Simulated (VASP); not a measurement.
Set up this calculation in VASP 6.6.1, as the native input.

```
Task                   : single point
Functional             : PBE
Potentials or basis    : VASP PAW PBE potentials, release 64 (O, Ga_d, F, H)
Cutoff                 : 520 eV
k mesh                 : 1 × 1 × 1
Occupations            : gaussian, width 0.01 eV
Spin                   : no spin polarisation
Further INCAR settings : ALGO = Normal; EDIFF = 1e-06; NBANDS = 30
```

The structure of OGaF3H2 lies in POSCAR:

```
GaH2OF3
1.0
   12.0000000000      0.0000000000      0.0000000000
    0.0000000000     13.0000000000      0.0000000000
    0.0000000000      0.0000000000     12.0000000000
O Ga F H
1 1 3 2
Direct
    0.3968290000      0.5535370000      0.5445820000
    0.5194840000      0.4566280000      0.4792010000
    0.5601750000      0.4032430000      0.6091470000
    0.4480830000      0.3834240000      0.3818070000
    0.5987400000      0.5593020000      0.4248480000
    0.4044840000      0.5424550000      0.6236550000
    0.4261110000      0.6214470000      0.5281430000
```

The cell isn't the ideal one: atoms moved at random, drawn with an rms of 0.05 Å.

These files were run (other wordings do the same):

INCAR

```
SYSTEM = GaH2OF3
PREC = Accurate ; ENCUT = 520
EDIFF = 1E-6 ; ISMEAR = 0
SIGMA = 0.01 ; LREAL = .FALSE.
LASPH = .TRUE. ; NELM = 60
ALGO = Normal ; ISIF = 2
LWAVE = .FALSE. ; LCHARG = .FALSE.
GGA = PE ; NBANDS = 30
```

KPOINTS

```
Automatic mesh
0
G
  1 1 1
  0 0 0
```

Potentials or basis: VASP PAW PBE potentials, release 64 (O, Ga_d, F, H).

The run is started by

```sh
$ cat potpaw_PBE.64/O/POTCAR potpaw_PBE.64/Ga_d/POTCAR potpaw_PBE.64/F/POTCAR potpaw_PBE.64/H/POTCAR > POTCAR
$ mpirun -np 1 vasp_gam > vasp.out
```

It gave:

```yaml
Largest_force: 0.753 eV/Å
Gap_between_the_frontier_levels: 6.27 eV
```

Run time: 2 min on 1 thread of Intel(R) Xeon(R) 6975P-C (Granite Rapids), on a shared host, peak memory 1.3 GiB.
